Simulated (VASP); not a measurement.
Here is the system:

```yaml
crystal:
  lattice:
    - [-2.64000, 2.64000, 2.64000]
    - [2.64000, -2.64000, 2.64000]
    - [2.64000, 2.64000, -2.64000]
  atoms:
    - { symbol: K, position: [0.00000, 0.00000, 0.00000] }
```

Level of theory: PBE GGA, VASP's PBE PAW potentials (set 64) (plane waves; VASP). Settings: 480 eV cut-off, 10×10×10 Γ-centred mesh, first-order Methfessel-Paxton smearing of 0.10 eV, potentials K_sv.

Each relaxation starts from this cell; other phases were not tried.

**Question.** The cell is relaxed at 1 GPa. What happens?

**Answer.** The volume per atom goes from 73.60 to 60.56 Å³ (-17.7 %), and the cell becomes a = 4.948 Å, b = 4.948 Å, c = 4.948 Å, α = 90.00°, β = 90.00°, γ = 90.00°, space group Im-3m.

**Question.** The cell is relaxed at 2 GPa. What happens?

**Answer.** The volume per atom goes from 73.60 to 54.16 Å³ (-26.4 %), and the cell becomes a = b = c = 4.7669 Å, α = β = γ = 90.00°, space group Im-3m.

Failed runs are left out, and for metals the shear rows, which the mesh's noise covers.

The compound is K in the bcc structure. The cell was not relaxed at this level.
